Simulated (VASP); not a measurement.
Given:

```yaml
crystal:
  lattice:
    - [1.54500, -2.67602, 0.00000]
    - [1.54500, 2.67602, 0.00000]
    - [0.00000, 0.00000, 3.52000]
  atoms:
    - { symbol: Mg, position: [0.00000, 0.00000, 0.00000] }
    - { symbol: B, position: [0.33333, 0.66667, 0.50000] }
    - { symbol: B, position: [0.66667, 0.33333, 0.50000] }
```

Calculation: PBE GGA, VASP's PBE PAW potentials (set 64) (plane waves; VASP 6.6.1). Numerical set-up: 520 eV cut-off, 9×9×7 Γ-centred mesh, first-order Methfessel-Paxton smearing of 0.10 eV, potentials Mg B.

Problem. Predict the energy per atom (σ→0), pressure, band gap (on the k-mesh) with the smallest direct gap where there is one.

Solution. 
```json
{
 "band gap (on the k-mesh)": "none (metal, semimetal or under 0.01 eV)",
 "energy per atom (σ→0)": "-5.108 eV/atom",
 "pressure": "-16.7 kbar"
}
```

Only differences to runs with the same potentials and settings are physical.

The compound is MgB2 in the AlB2 type structure. The cell was not relaxed at this level.
